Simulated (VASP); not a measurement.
Output of a VASP run:

**OSZICAR**
```
       N       E                     dE             d eps       ncg     rms          rms(c)
DAV:   1     0.415140329445E+02    0.41514E+02   -0.60384E+03  8424   0.131E+03
DAV:   2    -0.138577876530E+02   -0.55372E+02   -0.49993E+02  8768   0.208E+02
DAV:   3    -0.164942422111E+02   -0.26365E+01   -0.25408E+01  9628   0.495E+01
DAV:   4    -0.165258217010E+02   -0.31579E-01   -0.31551E-01  9420   0.554E+00
DAV:   5    -0.165262852639E+02   -0.46356E-03   -0.46355E-03  9588   0.704E-01    0.243E+01
DAV:   6    -0.216861788493E+02   -0.51599E+01   -0.11129E+02  9720   0.193E+02    0.324E+01
DAV:   7    -0.124850760587E+02    0.92011E+01   -0.27758E+01  9356   0.116E+02    0.405E+00
DAV:   8    -0.124831329964E+02    0.19431E-02   -0.14254E+00 10908   0.162E+01    0.228E+00
DAV:   9    -0.124710266097E+02    0.12106E-01   -0.18364E-01 10116   0.701E+00    0.105E+00
DAV:  10    -0.124692993137E+02    0.17273E-02   -0.95275E-03 10260   0.182E+00    0.263E-01
DAV:  11    -0.124697441826E+02   -0.44487E-03   -0.33215E-03  9900   0.108E+00    0.248E-01
DAV:  12    -0.124694980245E+02    0.24616E-03   -0.27013E-03 11268   0.923E-01    0.918E-02
DAV:  13    -0.124694554532E+02    0.42571E-04   -0.12022E-04 10736   0.175E-01    0.448E-02
DAV:  14    -0.124694431877E+02    0.12266E-04   -0.49760E-05 11772   0.908E-02    0.117E-02
DAV:  15    -0.124694425981E+02    0.58955E-06   -0.25900E-06  6824   0.167E-02
   1 F= -.12469443E+02 E0= -.12464864E+02  d E =-.915784E-02  mag=     0.0007
```

File OUTCAR:
```
------------------------ aborting loop because EDIFF is reached ----------------------------------------
  FORCE on cell =-STRESS in cart. coord.  units (eV):
  Direction    XX          YY          ZZ          XY          YZ          ZX
  --------------------------------------------------------------------------------------
  Total        1.9260726      1.5162350      1.2931256      0.0268402      0.0000660     -0.0000034
  in kB      192.9932405    151.9273531    129.5716984      2.6893976      0.0066114     -0.0003395
  external PRESSURE =     158.1640973 kB  Pullay stress =       0.0000000 kB
  volume of cell :       15.99
      direct lattice vectors                 reciprocal lattice vectors
     0.000000000  1.999572000  1.999572000    -0.250053511  0.250053511  0.250053511
     1.999572000  0.000000000  1.999572000     0.250053511 -0.250053511  0.250053511
     1.999572000  1.999572000  0.000000000     0.250053511  0.250053511 -0.250053511
 POSITION                                       TOTAL-FORCE (eV/Angst)
 -----------------------------------------------------------------------------------
      0.04727      2.02540      1.99941        -0.160557     -0.074320      0.000933
      1.95230      1.97374      1.99974         0.160557      0.074320     -0.000933
 -----------------------------------------------------------------------------------
    total drift:                                0.000215     -0.000812     -0.000002
  FREE ENERGIE OF THE ION-ELECTRON SYSTEM (eV)
  ---------------------------------------------------
  free  energy   TOTEN  =       -12.4694425981 eV

  energy  without entropy=      -12.4602847547  energy(sigma->0) =      -12.46486368

 total charge

# of ion       s       p       d       tot
------------------------------------------
    1        0.900   1.441   0.000   2.341
    2        0.526   0.731   8.422   9.679
--------------------------------------------------
tot          1.426   2.172   8.422  12.020

 magnetization (x)

# of ion       s       p       d       tot
------------------------------------------
    1        0.000  -0.000   0.000   0.000
    2        0.000  -0.000   0.000   0.000
--------------------------------------------------
tot          0.000  -0.000   0.000   0.000
```
(Selected blocks of OUTCAR.)

**POSCAR**
```
NiC
1
    0.0000000000     1.9995720000     1.9995720000
    1.9995720000     0.0000000000     1.9995720000
    1.9995720000     1.9995720000     0.0000000000
C Ni
1 1
Direct
 -0.0054030000   0.0053200000   0.0183220000
  0.5054030000   0.4946800000   0.4816780000
```

Problem. Reconstruct the remaining input files.

Solution. This is not unique; one that fits is the input of the run itself, PBE GGA, plane waves, VASP's PBE PAW potentials (set 64).

**KPOINTS**
```
kpoints
0
Gamma
  7 7 7
```

### INCAR
```
! general
SYSTEM  = NiC
PREC    = Accurate
ENCUT   = 400
LREAL   = F
LASPH   = T

! electronic loop
EDIFF   = 1E-6
NELM    = 100
ALGO    = Normal
LMAXMIX = 4

! smearing
ISMEAR  = 0
SIGMA   = 0.1

! functional
GGA     = PE

! spin
ISPIN   = 2
MAGMOM  = 0.0 2.0

! ions
ISIF    = 2

! output
LWAVE   = F
LCHARG  = F
LORBIT  = 11
```

POTCAR, in this order: C Ni (PBE.64 set). Program: vasp_std.

At this cut-off the stress carries a Pulay error, which pulls relaxed volumes low.

The structure was generated: NiC was put into an ordered model structure, which need not be its known phase. The cell was not relaxed at this level. The k-mesh is coarse (spacing up to 0.39 per Å, 2π included), so the numbers may not be converged in it.
